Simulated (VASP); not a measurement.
Method: PBE GGA, VASP's PBE PAW potentials (set 64) (plane waves; VASP).

The input files of a VASP run:

KPOINTS:
```
Automatic
0
gamma
6 6 3
```

POSCAR:
```
MgI2
1.0
  2.1160970000  -3.6825960000   0.0000000000
  2.1160970000   3.6825960000   0.0000000000
  0.0000000000   0.0000000000   6.7694490000
Mg I
1 2
Cartesian
  0.0000000000   0.0000000000   0.0000000000
  2.1160970000   1.2275344551   1.6382066580
  2.1827879131  -1.2275344551   5.1312423420
```

INCAR:
```
! general
SYSTEM   =  MgI2
PREC     =  Accurate
ENCUT    =  550
LREAL    =  .FALSE.
LASPH    =  .TRUE.

! electronic loop
EDIFF    =  1E-6
NELM     =  100
ALGO     =  Normal
LMAXMIX  =  4

! smearing
ISMEAR   =  0
SIGMA    =  0.05

! functional
GGA      =  PE

! ions
ISIF     =  2

! output
LWAVE    =  .FALSE.
LCHARG   =  .FALSE.
```

POTCAR, in this order: Mg I (PBE.64 set). Program: vasp_std.

The run wrote:

### OUTCAR
```
 ion  position               nearest neighbor table
   1  0.000  0.000  0.000-   3 2.90   2 2.94   2 2.94   2 2.95   3 2.95   3 2.99
   2  0.333  0.667  0.242-   1 2.94   1 2.94   1 2.95
   3  0.682  0.349  0.758-   1 2.90   1 2.95   1 2.99
  LATTYP: Found a base centered orthorhombic cell.
 ALAT       =     4.2321940000
 B/A-ratio  =     1.7402775015
 C/A-ratio  =     1.5995129240
 Subroutine PRICEL returns:
 Original cell was already a primitive cell.
 Subroutine GETGRP returns: Found  1 space group operations
The static configuration has the point symmetry C_1 .
The dynamic configuration has the point symmetry C_1 .
 Subroutine INISYM returns: Found  1 space group operations
 Subroutine IBZKPT returns following result:
 Found     56 irreducible k-points:

 Following reciprocal coordinates:
            Coordinates               Weight
  0.000000  0.000000  0.000000      1.000000
  0.166667  0.000000  0.000000      2.000000
  0.000000  0.166667  0.000000      2.000000
  0.333333  0.000000  0.000000      2.000000
  0.000000  0.333333  0.000000      2.000000
  0.500000  0.000000  0.000000      1.000000
  0.000000  0.500000  0.000000      1.000000
  0.166667  0.166667  0.000000      2.000000
  0.333333  0.166667  0.000000      2.000000
  0.166667  0.333333  0.000000      2.000000
  0.500000  0.166667  0.000000      2.000000
  0.166667  0.500000  0.000000      2.000000
 -0.333333  0.166667  0.000000      2.000000
  0.166667 -0.333333  0.000000      2.000000
 -0.166667  0.166667  0.000000      2.000000
  0.333333  0.333333  0.000000      2.000000
  0.500000  0.333333  0.000000      2.000000
  0.333333  0.500000  0.000000      2.000000
 -0.333333  0.333333  0.000000      2.000000
  0.500000  0.500000  0.000000      1.000000
  0.000000  0.000000  0.333333      2.000000
...
```

**OSZICAR**
```
       N       E                     dE             d eps       ncg     rms          rms(c)
DAV:   1     0.833350494364E+02    0.83335E+02   -0.60929E+03  1344   0.110E+03
DAV:   2    -0.128973519432E+01   -0.84625E+02   -0.78817E+02  1924   0.156E+02
DAV:   3    -0.773472845965E+01   -0.64450E+01   -0.64137E+01  1720   0.508E+01
DAV:   4    -0.786211103066E+01   -0.12738E+00   -0.12734E+00  1776   0.871E+00
DAV:   5    -0.786430361136E+01   -0.21926E-02   -0.21925E-02  1744   0.116E+00    0.383E+00
DAV:   6    -0.772294754956E+01    0.14136E+00   -0.16406E-01  1480   0.223E+00    0.267E+00
DAV:   7    -0.769532397231E+01    0.27624E-01   -0.14882E-01  1560   0.217E+00    0.778E-01
DAV:   8    -0.769380318243E+01    0.15208E-02   -0.98358E-03  1548   0.610E-01    0.238E-01
DAV:   9    -0.769396284949E+01   -0.15967E-03   -0.10162E-03  1696   0.235E-01    0.883E-02
DAV:  10    -0.769395116780E+01    0.11682E-04   -0.28940E-05  1624   0.458E-02    0.423E-02
DAV:  11    -0.769395847428E+01   -0.73065E-05   -0.18801E-05  1552   0.333E-02    0.250E-02
DAV:  12    -0.769395929524E+01   -0.82096E-06   -0.94503E-07  1212   0.752E-03
   1 F= -.76939593E+01 E0= -.76939593E+01  d E =-.672734E-13
```

**OUTCAR**
```
------------------------ aborting loop because EDIFF is reached ----------------------------------------
  FORCE on cell =-STRESS in cart. coord.  units (eV):
  Direction    XX          YY          ZZ          XY          YZ          ZX
  --------------------------------------------------------------------------------------
  Total       -0.0009054     -0.0972714      0.8023151     -0.0038906      0.0107223      0.1714068
  in kB       -0.0137487     -1.4771440     12.1837946     -0.0590812      0.1628269      2.6029493
  external PRESSURE =       3.5643006 kB  Pullay stress =       0.0000000 kB
  volume of cell :      105.50
      direct lattice vectors                 reciprocal lattice vectors
     2.116097000 -3.682596000  0.000000000     0.236284064 -0.135773786  0.000000000
     2.116097000  3.682596000  0.000000000     0.236284064  0.135773786  0.000000000
     0.000000000  0.000000000  6.769449000     0.000000000  0.000000000  0.147722510
 POSITION                                       TOTAL-FORCE (eV/Angst)
 -----------------------------------------------------------------------------------
      0.00000      0.00000      0.00000         0.073974      0.007677      0.009791
      2.11610      1.22753      1.63821         0.027025     -0.001565     -0.010086
      2.18279     -1.22753      5.13124        -0.100998     -0.006112      0.000295
 -----------------------------------------------------------------------------------
    total drift:                                0.000012      0.000001      0.000001
  FREE ENERGIE OF THE ION-ELECTRON SYSTEM (eV)
  ---------------------------------------------------
  free  energy   TOTEN  =        -7.6939592952 eV

  energy  without entropy=       -7.6939592952  energy(sigma->0) =       -7.69395930
```
(Selected blocks of OUTCAR.)

The compound is MgI2 in the 1T layered structure. The cell was not relaxed at this level, atoms are displaced from their ideal sites. The run is one of a series of settings (ENCUT = 550 against the base run), some of them coarse on purpose.
